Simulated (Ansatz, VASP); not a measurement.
## Cross-check of NiGe between VASP and Ansatz

Aim: how closely do two programs agree when they are given the same cell, functional and k mesh? The structure shown is the end of the Ansatz relaxation below.

Calculated with Ansatz 0.2.0; plane waves, with VASP 6.6.1 beside it; single point at PBEsol.

## Step 1: Set-up

It takes space group Pnma (No. 62, orthorhombic). Conventional cell: a = 5.280 Å, b = 3.400 Å, c = 5.906 Å, α = 90.00°, β = 90.00°, γ = 90.00°. Nearest to Ge lie 6 Ni at 2.33 to 2.51 Å. Nearest to Ni lie 6 Ge at 2.33 to 2.51 Å. Farther neighbours are not listed.

## Step 2: Ansatz: relaxation, PBEsol

Ansatz runs on its PAW soft_1 files.

This run makes the geometry at which the two programs are then compared.

File input.yaml:

```yaml
crystal:
  lattice:
    - [5.262896005, 0.0, 0.0]
    - [0.0, 3.4229627825, 0.0]
    - [0.0, 0.0, 5.90561624]
  atoms:
    - { symbol: Ge, position: [0.3113836, 0.75, 0.088944] }
    - { symbol: Ge, position: [0.1886164, 0.25, 0.588944] }
    - { symbol: Ge, position: [0.8113836, 0.75, 0.411056] }
    - { symbol: Ge, position: [0.6886164, 0.25, 0.911056] }
    - { symbol: Ni, position: [0.0071332, 0.25, 0.18917] }
    - { symbol: Ni, position: [0.4928668, 0.75, 0.68917] }
    - { symbol: Ni, position: [0.5071332, 0.25, 0.31083] }
    - { symbol: Ni, position: [0.9928668, 0.75, 0.81083] }
kpoints:
  mp_grid: { grid: [8, 13, 8] }
scf:
  occupations: { method: fermi_dirac, width: 0.05 }
hamiltonian:
  xc: pbesol
  pseudopotentials: { kind: paw, azcp: { folder: soft_1 }, xc_functional: pbe }
basis:
  ecutwfc: 600
output:
  forces: true
  stress: true
  write_density: true
  write_potential: true
  elf: true
  volumetric_format: npy
relax:
  f_tol: 0.005
  max_steps: 70
  cell: { stress_tol: 0.02, p_target: 0, fix: [c, alpha, beta, gamma] }
```

Started as:

```
$ ansatz run input.yaml --threads 4 --pin off --max-ram 10240MiB --backend cpu --events-out ev --progress --plain --runs-dir out
```

Numbers of over 12 decimals in the logs are rounded to 6 here.

Output:

```text
Engine: ansatz 0.2.0, aarch64-unknown-linux-gnu
Pseudopotentials: kind: paw
Pseudopotential: Ge, paw, valence charge 14, recommended cutoff 420 eV (normal), soft_1/Ge.paw.azcp
Pseudopotential: Ni, paw, valence charge 18, recommended cutoff 420 eV (normal), soft_1/Ni.paw.azcp
Functional definition: PBEsol
  exchange = pbesol_x
  correlation = pbesol_c
Crystal: 8 atoms, lattice volume = 106.388 Å³
Basis set: ecut = 600 eV, 3563 PW (Γ), exchange–correlation on 90×60×96 points (8 copies of the dense FFT grid, shifted against one another)
Bands: 77, of which v1, the nominal top of the filled ones, is band 64 counted from 1 (63 counted from 0)
Symmetry: 8 space group operations
Space group: Pnma (ITA 62), of the structure as read, at distance tolerance 4.7e-5 Å
k-points: 175 of 832
Non-local potential: Ge, projectors of the file, l = 0: 2, l = 1: 2, l = 2: 3, l = 3: 1
Non-local potential: Ni, projectors of the file, l = 0: 3, l = 1: 2, l = 2: 3, l = 3: 1
PAW form: soft (Blöchl's): semilocal exchange-correlation on the pseudo side does not see the compensation charge
PAW frozen core: Ge, regenerated for the run's functional, and the local potential with it (the file was generated under x = pbe(κ = 0.804, μ = 0.219515), c = pbe(β = 0.066725))
PAW frozen core: Ni, regenerated for the run's functional, and the local potential with it (the file was generated under x = pbe(κ = 0.804, μ = 0.219515), c = pbe(β = 0.066725))
PAW one-centre angular grid: Ge, 590 points (default); XC on 64 Gauss nodes
PAW one-centre angular grid: Ni, 590 points (default); XC on 64 Gauss nodes
Initial density: superposition of atomic densities (chi_scale 0.1, normalization cell, long waves kept (reshape's long-wave potential 0.00 eV rms))
Initial wavefunctions: pseudopotential atomic-orbital guess
Functional: x = pbesol(κ = 0.804, μ = 0.123457), c = pbesol(β = 0.046)
SCF iter   1: F=—  HF=-40240.828534 eV  |F-HF|=—  |Δ(HF+E_count)|=         —  Δρ=1.55e-1  dr2=2.45e1  ethr=3.10e-3  ⟨swp⟩=4.5  Hψ=51498  notcnv=0  defer=201
preconditioner: auto → Kerker (q_TF=auto, 2.814 Å⁻¹)  [metal: Δε(μ)=0.013 eV  Ē_g=16.452 eV  σ=0.050 eV  W_gap=0.06  n_scr=42 (ndim 8)  ℏωp=35.3 eV  f_vac=0.000  D(μ)=2.15/eV (n_scr^D=10)]
SCF iter   2: F=—  HF=-40238.014200 eV  |F-HF|=—  |Δ(HF+E_count)|=    2.81e0  Δρ=4.69e-2  dr2=4.08e0  ethr=3.10e-3  ⟨swp⟩=3.0  Hψ=21953  notcnv=0  defer=809
SCF iter   3: F=—  HF=-40237.095394 eV  |F-HF|=—  |Δ(HF+E_count)|=   9.19e-1  Δρ=2.37e-2  dr2=1.12e0  ethr=3.10e-3  ⟨swp⟩=2.1  Hψ=16890  notcnv=0  defer=790
SCF iter   4: F=—  HF=-40236.893804 eV  |F-HF|=—  |Δ(HF+E_count)|=   2.02e-1  Δρ=1.11e-2  dr2=7.73e-2  ethr=8.76e-4  ⟨swp⟩=2.5  Hψ=18962  notcnv=0  defer=788
SCF iter   5: F=—  HF=-40236.886709 eV  |F-HF|=—  |Δ(HF+E_count)|=   7.10e-3  Δρ=5.70e-3  dr2=3.15e-2  ethr=6.04e-5  ⟨swp⟩=2.7  Hψ=26444  notcnv=0  defer=784
SCF iter   6: F=—  HF=-40236.884153 eV  |F-HF|=—  |Δ(HF+E_count)|=   2.56e-3  Δρ=1.14e-3  dr2=1.83e-3  ethr=2.46e-5  ⟨swp⟩=2.1  Hψ=14690  notcnv=0  defer=784
SCF iter   7: F=—  HF=-40236.883852 eV  |F-HF|=—  |Δ(HF+E_count)|=   3.01e-4  Δρ=3.77e-4  dr2=1.67e-4  ethr=1.43e-6  ⟨swp⟩=2.0  Hψ=21497  notcnv=0  defer=784
SCF iter   8: F=—  HF=-40236.883672 eV  |F-HF|=—  |Δ(HF+E_count)|=   1.79e-4  Δρ=1.52e-4  dr2=2.95e-5  ethr=1.31e-7  ⟨swp⟩=2.0  Hψ=19389  notcnv=0  defer=784
SCF iter   9: F=—  HF=-40236.883744 eV  |F-HF|=—  |Δ(HF+E_count)|=   7.16e-5  Δρ=2.60e-5  dr2=6.63e-7  ethr=2.30e-8  ⟨swp⟩=2.0  Hψ=21600  notcnv=0  defer=784
SCF iter  10: F=-40236.883743 eV  HF=-40236.883743 eV  |F-HF|=1.77e-8  |Δ(HF+E_count)|=   2.54e-7  Δρ=6.39e-6  dr2=3.66e-8  ethr=7.81e-11  ⟨swp⟩=8.2  Hψ=94112  notcnv=0
SCF 1 converged in 10 iterations: F = -40236.883743 eV  dr2 = 3.66e-8
  Residual-converged pass: ⟨swp⟩=1.0  Hψ=14177  notcnv=0  max |occ|·‖R‖ = 7.1e-9 eV (tolerance 1.0e-8 eV)  dr2=3.66e-8  dr2_onsite=1.35e-8  max |Δocc| = 2.9e-11
  greatest PAW one-centre occupation: 1.001 electrons in one spin orbital (limit 2), on the Ni atom at site 6 (counted from 0), in its partial waves of l = 1
relax step   1: F+E_penalty+E_count = -40236.88374347 eV  Δ(F+E_penalty+E_count) = +0.000e0 eV  max|allowed force component| = 1.517e-1 eV/Å  Δτ_max = 0.0000 Å  P = -1.977 GPa  Ω = 106.388 Å³  fix = [c, alpha, beta, gamma]  reactions: c -5.123 GPa  (10 SCF iters, dr2 threshold 1.00e-7 eV, accepted)
Crystal: 8 atoms, lattice volume = 106.243 Å³
Basis set: ecut = 600 eV, 3559 PW (Γ), exchange–correlation on 90×60×96 points (8 copies of the dense FFT grid, shifted against one another)
Initial density: handed on by an earlier stage of this run
Initial wavefunctions: those handed on with the density
[...]
Initial wavefunctions: pseudopotential atomic-orbital guess (no wavefunctions were taken with the density)
[...]
SCF iter   4: F=—  HF=-40236.899190 eV  |F-HF|=—  |Δ(HF+E_count)|=  7.28e-12  Δρ=1.22e-7  dr2=6.24e-12  ethr=1.00e-12  ⟨swp⟩=1.0  Hψ=13475  notcnv=0
iter 5 did not close the SCF: its close was put off for the readings that it lacked (scf_convergence_deferred on its scf_iter line)
SCF iter   5: F=-40236.899190 eV  HF=-40236.899190 eV  |F-HF|=0.00e0  |Δ(HF+E_count)|=  7.28e-12  Δρ=8.32e-8  dr2=3.27e-12  ethr=1.00e-12  ⟨swp⟩=1.0  Hψ=13475  notcnv=0
iter 6 did not close the SCF: its close was put off for the readings that it lacked (scf_convergence_deferred on its scf_iter line)
SCF iter   6: F=-40236.899190 eV  HF=-40236.899190 eV  |F-HF|=1.46e-11  |Δ(HF+E_count)|=    0.00e0  Δρ=1.75e-8  dr2=2.99e-13  ethr=1.00e-12  ⟨swp⟩=1.0  Hψ=13475  notcnv=0
iter 7 did not close the SCF: its close was put off for the readings that it lacked (scf_convergence_deferred on its scf_iter line)
SCF iter   7: F=-40236.899190 eV  HF=-40236.899190 eV  |F-HF|=1.46e-11  |Δ(HF+E_count)|=  1.46e-11  Δρ=8.76e-9  dr2=4.01e-14  ethr=1.00e-12  ⟨swp⟩=1.0  Hψ=13475  notcnv=0
iter 8 did not close the SCF: its close was put off for the readings that it lacked (scf_convergence_deferred on its scf_iter line)
SCF iter   8: F=-40236.899190 eV  HF=-40236.899190 eV  |F-HF|=0.00e0  |Δ(HF+E_count)|=  1.46e-11  Δρ=2.80e-9  dr2=8.53e-15  ethr=1.00e-12  ⟨swp⟩=1.0  Hψ=13475  notcnv=0
SCF iter   9: F=-40236.899190 eV  HF=-40236.899190 eV  |F-HF|=7.28e-12  |Δ(HF+E_count)|=    0.00e0  Δρ=9.97e-10  dr2=1.06e-15  ethr=1.00e-12  ⟨swp⟩=3.0  Hψ=45193  notcnv=0
SCF 6 converged in 9 iterations: F = -40236.899190 eV  dr2 = 1.06e-15
relax step   6: F+E_penalty+E_count = -40236.89919014 eV  Δ(F+E_penalty+E_count) = +5.292e-5 eV  max|allowed force component| = 5.936e-4 eV/Å  Δτ_max = 0.0000 Å  P = -1.124 GPa  Ω = 106.010 Å³  fix = [c, alpha, beta, gamma]  reactions: c -3.382 GPa  stress off target by 1.01e-2 GPa on what of the cell is left free  SCF on the basis re-selected at this cell (its energy is not comparable with the rows above)  (9 SCF iters)
basis re-selected at this cell: Δ(F+E_penalty+E_count) = +5.292e-5 eV, ΔP = +0.001 GPa vs the last step (what re-selecting the basis moved, of the pressure what is left beyond the Pulay correction that the steps carried, after the strain that the cell walked since its last selection, with what the two solves' SCF thresholds leave and, on support functions, any second-order correction that the steps lacked; it is no m [...]
SCF converged after 9 iterations
Free energy (F): -40236.899190 eV
Harris-Foulkes:  -40236.899190 eV  (|F-HF|=7.28e-12)
Internal energy: -40236.877458 eV  (E = F + TS)
E sigma→0 (E₀):  -40236.888324 eV
Entropy (-TS):   -0.021733 eV (-2.717 meV/atom)
Fermi energy:    15.503377 eV
--- Per-component energies (eV) ---
  E_band       = -1574.954125
  E_kinetic    = 1746.297543
  E_local      = -19658.253371  (includes V_loc(G=0)·N_el)
  E_nonlocal   = 419.396890
  E_hartree    = 10168.252993
  E_xc         = -739.077787
  E_vxc        = -850.196089  (∫ρ·V_xc dr)
  E_paw        = -14385.635875  (= ΣΔE_a)
  E_vpaw       = -3568.706114  (= ΣTr[D̂ρ^β])
  E_aug_tail   = 0.001032  (compensation charges beyond the density's cutoff)
  E_ewald      = -17792.319792
  E_core_change = 4.460908  (= ΣΔE_core)
  E_smearing   = -0.021733  (= −TS)
  E_closure    = 0.000000  (closes the sum)
  Σ components = -40236.899190   (vs F -40236.899190, Δ=0.00e0)
--- Forces (eV/Å), atoms counted from 1 ---
  atom   1  Ge    -0.00011616     0.00000000    -0.00032914
  atom   2  Ge     0.00011616     0.00000000    -0.00032914
  atom   3  Ge    -0.00011616     0.00000000     0.00032914
  atom   4  Ge     0.00011616     0.00000000     0.00032914
  atom   5  Ni    -0.00036709     0.00000000    -0.00059363
  atom   6  Ni     0.00036709     0.00000000    -0.00059363
  atom   7  Ni    -0.00036709     0.00000000     0.00059363
  atom   8  Ni     0.00036709     0.00000000     0.00059363
  max |Σ_I F_I| component: 1.04e-17 eV/Å
--- Stress (GPa, compression-positive) ---
        0.010118       0.000000       0.000000
        0.000000      -0.000971       0.000000
        0.000000       0.000000      -3.382395
  P = ⅓ Tr σ = -1.1244 GPa (-11.244 kbar)
--- Band table (eV; the first three rows and the last of 175) ---
  k-point 0: bands = [... 60 lower, 13.7361, 14.3201, 14.6359, 14.7851, 16.1275, 16.2854, 19.5399, 19.6297, ... 9 higher]
  k-point 1: bands = [... 60 lower, 13.7661, 14.2357, 14.6515, 14.9889, 16.3015, 16.3774, 18.8864, 19.3194, ... 9 higher]
  k-point 2: bands = [... 60 lower, 14.0427, 14.0450, 14.7042, 15.4509, 16.3993, 16.7601, 18.1470, 18.5954, ... 9 higher]
  k-point 174: bands = [... 60 lower, 13.9003, 13.9003, 13.9109, 13.9109, 17.4623, 17.4623, 17.9170, 17.9170, ... 9 higher]
--- Relaxed structure (5 steps of the walk, 5 accepted, 1 SCFs on fresh bases) ---
  F+E_penalty+E_count = -40236.89919014 eV   max|allowed force component| = 5.936e-4 eV/Å   (the final SCF, on the basis selected at the relaxed cell)
  cell:  # Å, volume = 106.0097 Å³
    - [5.280240, 0.0, 0.0]
    - [0.0, 3.399592, 0.0]
    - [0.0, 0.0, 5.90561624]
  atoms:
    - { symbol: Ge, position: [0.309136, 0.750000, 0.084036] }
    - { symbol: Ge, position: [0.190864, 0.250000, 0.584036] }
    - { symbol: Ge, position: [0.809136, 0.750000, 0.415964] }
    - { symbol: Ge, position: [0.690864, 0.250000, 0.915964] }
    - { symbol: Ni, position: [0.0052407, 0.250000, 0.192465] }
    - { symbol: Ni, position: [0.494759, 0.750000, 0.692465] }
    - { symbol: Ni, position: [0.505241, 0.250000, 0.307535] }
    - { symbol: Ni, position: [0.994759, 0.750000, 0.807535] }
```

Reading the cycles: dr2 is the Hartree energy of the density residual (eV), the measure of convergence; HF is the Harris–Foulkes estimate of the energy, which meets the free energy F at convergence.

## Step 3: VASP: single point, PBEsol

The same cell, functional, mesh and smearing now go to VASP, with its own data sets.

Lines of VASP's logs that name or quote its potential files are left out, and so is its time.

File INCAR:

```
SYSTEM = NiGe
PREC = Accurate
ENCUT = 600
EDIFF = 1E-06
NELM = 120
ISMEAR = -1
SIGMA = 0.05
LREAL = .FALSE.
ALGO = Normal
GGA = PS
NBANDS = 59
LASPH = .TRUE.
LORBIT = 11
LWAVE = .FALSE.
LCHARG = .FALSE.
ISIF = 2
GGA_COMPAT = .FALSE.
KPAR = 2
```

File POSCAR:

```
NiGe
1.0
    5.2802400990      0.0000000000      0.0000000000
    0.0000000000      3.3995922328      0.0000000000
    0.0000000000      0.0000000000      5.9056162400
Ge Ni
4 4
Direct
    0.3091359296      0.7500000000      0.0840361915
    0.1908640704      0.2500000000      0.5840361915
    0.8091359296      0.7500000000      0.4159638085
    0.6908640704      0.2500000000      0.9159638085
    0.0052407021      0.2500000000      0.1924647767
    0.4947592979      0.7500000000      0.6924647767
    0.5052407021      0.2500000000      0.3075352233
    0.9947592979      0.7500000000      0.8075352233
```

File KPOINTS:

```
Automatic mesh
0
Gamma
8 13 8
0 0 0
```

Potentials, in the order of the species: Ge_d and Ni (PBE family, release 64).

Started as:

```
$ mpirun -np 2 vasp_std
```

Output:

```text
[banner, memory and clock lines left out]
running    2 mpi-ranks, on    1 nodes
 distrk:  each k-point on    1 cores,    2 groups
 distr:  one band on    1 cores,    1 groups

 POSCAR found type information on POSCAR GeNi
 POSCAR found :  2 types and       8 ions
|                                                                             |
|               ----> ADVICE to this user running VASP <----                  |
|                                                                             |
|     You enforced a specific xc type in the INCAR file but a different       |
|     [... a line on the potential file left out ...]
|     I HOPE YOU KNOW WHAT YOU ARE DOING!                                     |
|                                                                             |

 LDA part: xc-table for (Slater+PW92), standard interpolation
 POSCAR, INCAR and KPOINTS ok, starting setup
 FFT: planning ... GRIDC
 FFT: planning ... GRID_SOFT
 FFT: planning ... GRID
 WAVECAR not read
 entering main loop
       N       E                     dE             d eps       ncg     rms          rms(c)
DAV:   1     0.108952373311E+04    0.10895E+04   -0.43761E+04 24271   0.471E+03
DAV:   2     0.186106698639E+03   -0.90342E+03   -0.85910E+03 20650   0.107E+03
DAV:   3    -0.340480827393E+02   -0.22015E+03   -0.21001E+03 20656   0.294E+02
DAV:   4    -0.525584788021E+02   -0.18510E+02   -0.18131E+02 23023   0.959E+01
DAV:   5    -0.530658408028E+02   -0.50736E+00   -0.50563E+00 22712   0.179E+01    0.244E+01
DAV:   6    -0.607904068024E+02   -0.77246E+01   -0.90625E+01 23978   0.997E+01    0.336E+01
DAV:   7    -0.473021733106E+02    0.13488E+02   -0.32581E+01 22438   0.675E+01    0.356E+00
DAV:   8    -0.473486820607E+02   -0.46509E-01   -0.39454E+00 24868   0.136E+01    0.334E+00
DAV:   9    -0.472635731209E+02    0.85109E-01   -0.68582E-01 24655   0.775E+00    0.674E-01
DAV:  10    -0.472614821426E+02    0.20910E-02   -0.55346E-02 22239   0.253E+00    0.337E-01
DAV:  11    -0.472611372328E+02    0.34491E-03   -0.53296E-03 28613   0.561E-01    0.134E-01
DAV:  12    -0.472611766588E+02   -0.39426E-04   -0.39706E-04 26479   0.159E-01    0.482E-02
DAV:  13    -0.472611580380E+02    0.18621E-04   -0.56177E-05 26764   0.864E-02    0.650E-03
DAV:  14    -0.472611582826E+02   -0.24462E-06   -0.13517E-05 19485   0.222E-02    0.408E-03
DAV:  15    -0.472611581884E+02    0.94189E-07   -0.40724E-07 11522   0.499E-03
   1 F= -.47261158E+02 E0= -.47250324E+02  d E =-.216690E-01
```

[end of part 1 of 2]

[Lines on the potential files, build, host, timing and source positions are cut from VASP's logs without a mark.]

[Logs are printed without paths, hosts, clocks, repeated set-up lines and the standing remarks that a program may print on its own settings, such as how far it seeks lower states.]

[Hosts, paths, dates, database ids (printed as entryN), source tags and the programs' standing remarks are cut or masked in the printed files.]
